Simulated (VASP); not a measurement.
A VASP calculation is set up with these files.

**KPOINTS**
```
kpoints
0
gamma
13 13 5
```

File POSCAR:
```
WSe
1
    3.1026894006    -0.0000000000     0.0000000000
   -1.5513447003     2.6870076927    -0.0000000000
   -0.0000000000     0.0000000000     7.6623011698
W Se
2 2
Direct
  0.0000000000   0.0000000000   0.0000000000
  0.0000000000   0.0000000000   0.5000000000
  0.3333330000   0.6666670000   0.2500000000
  0.6666670000   0.3333330000   0.7500000000
```

INCAR:
```
SYSTEM=WSe
PREC=Accurate; ENCUT=400; LREAL=.FALSE.
LASPH=.TRUE.
EDIFF=1E-7; NELM=100; ALGO=Normal
LMAXMIX=6
ISMEAR=-5
GGA=PS
ISIF=2
LWAVE=.FALSE.; LCHARG=.TRUE.; LORBIT=11
NEDOS=601
LEFG=.TRUE.
```

POTCAR, in this order: W_sv Se (PBE.64 set). Program: vasp_std.

Problem. Write an equivalent input for Ansatz.

Solution. One equivalent input (not run):
Ansatz 0.2 input:
```yaml
crystal:
  lattice:
    - [3.1026894, 0.0000000, 0.0000000]
    - [-1.5513447, 2.6870077, 0.0000000]
    - [0.0000000, 0.0000000, 7.6623012]
  atoms:
    - { symbol: W, position: [0.0000000, 0.0000000, 0.0000000] }
    - { symbol: W, position: [0.0000000, 0.0000000, 0.5000000] }
    - { symbol: Se, position: [0.3333330, 0.6666670, 0.2500000] }
    - { symbol: Se, position: [0.6666670, 0.3333330, 0.7500000] }
kpoints:
  mp_grid: { grid: [13, 13, 5] }
hamiltonian:
  xc: pbesol
  pseudopotentials: { kind: paw }
scf:
  occupations: { method: tetrahedron }
  max_iter: 100
output: { forces: true, stress: true, eigenvalues: true }
```
What does not carry over: each code has its own PAW files, so the cut-off isn't converted (ENCUT is set for VASP's; basis.ecutwfc is left out, and Ansatz then takes the one that its files recommend); Ansatz stops its SCF on the density residual and VASP on the energy change (EDIFF); the field gradients of LEFG aren't asked of the other code.

The structure was generated: WSe was put into the NiAs type type (P6_3/mmc), which need not be its known phase. It was relaxed first, which changed the volume by -42 %.
